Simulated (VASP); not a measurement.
Given:

```yaml
crystal:
  lattice:
    - [0.00000, 3.41839, 3.41839]
    - [3.41839, 0.00000, 3.41839]
    - [3.41839, 3.41839, 0.00000]
  atoms:
    - { symbol: K, position: [0.00000, 0.00000, 0.00000] }
    - { symbol: Br, position: [0.50000, 0.50000, 0.50000] }
```

All values below come from PBE GGA, VASP's PBE PAW potentials (set 64) (plane waves; VASP). Settings: 520 eV cut-off, 7×7×7 Γ-centred mesh, Gaussian smearing of 0.050 eV, potentials K_sv Br.

Question: Estimate the energy per atom (σ→0), band gap (on the k-mesh) with the smallest direct gap where there is one.

Answer: 
```
Item                                         Result
-----------------------------------  --------------
band gap (on the k-mesh)                    4.17 eV
smallest direct gap (on the k-mesh)         4.17 eV
energy per atom (σ→0)                -3.107 eV/atom
```

Total energies compare only between runs with the same potentials, cut-off and functional.

The compound is KBr in the rock salt structure. This cell is one point of a volume scan, at 1.06 of the reference volume.
